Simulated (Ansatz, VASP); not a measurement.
**One calculation of CaSi2Sb2, two programs**

```
Ca Si Sb
1.0
     4.99739    0.00000    0.00000
    -2.49870    4.32787    0.00000
     0.00000    0.00000    5.86169
Ca Si Sb
1 2 2
Direct
  0.00000 0.00000 0.00000
  0.33333 0.66667 0.25648
  0.66667 0.33333 0.74352
  0.33333 0.66667 0.72240
  0.66667 0.33333 0.27760
```

The cell was built by a generator and needn't be a form met in nature.

Alike in both runs: task band structure; functional r2SCAN; k mesh 5 × 5 × 4; occupations fermi-dirac, width 0.05 eV; no spin polarisation.

|  | VASP | Ansatz |
| --- | --- | --- |
| version | VASP 6.6.1 | Ansatz 0.2.0 |
| potentials or method | VASP PAW PBE potentials, release 64 (Ca_sv, Si, Sb) | Ansatz PAW |
| plane-wave cutoff (eV) | 520 | 500 |
| valence electrons in the cell | 28 | 48 |

Ansatz gave:

| Quantity | Value |
| --- | --- |
| gap on the k mesh at the Fermi level (eV) | none |
| pressure (GPa) | -0.8 |
| largest component of the traceless stress (GPa) | 1.60 |
| rms of the force components (eV/Å) | 0.041 |

What did VASP give for the same quantities?

gap on the k mesh at the Fermi level (eV): none; pressure (GPa): -0.7; largest component of the traceless stress (GPa): 1.60; rms of the force components (eV/Å): 0.037.

Atom by atom the forces differ by 0.004 eV/Å (rms over components). A gap of «none» marks a metal or a gap that the smearing closes. With one functional, cell and mesh, what is left measures potentials, basis and numerics. The two sets of potentials don't hold the same shells in valence.

Caveats: spin-orbit coupling is left out, which moves the levels of the heavy elements; the PAW data sets were made with another functional, which shifts forces and pressure a little (VASP); the PAW data sets come from PBE, with cores solved anew for the run's functional, which leaves a small shift of forces and pressure (Ansatz).
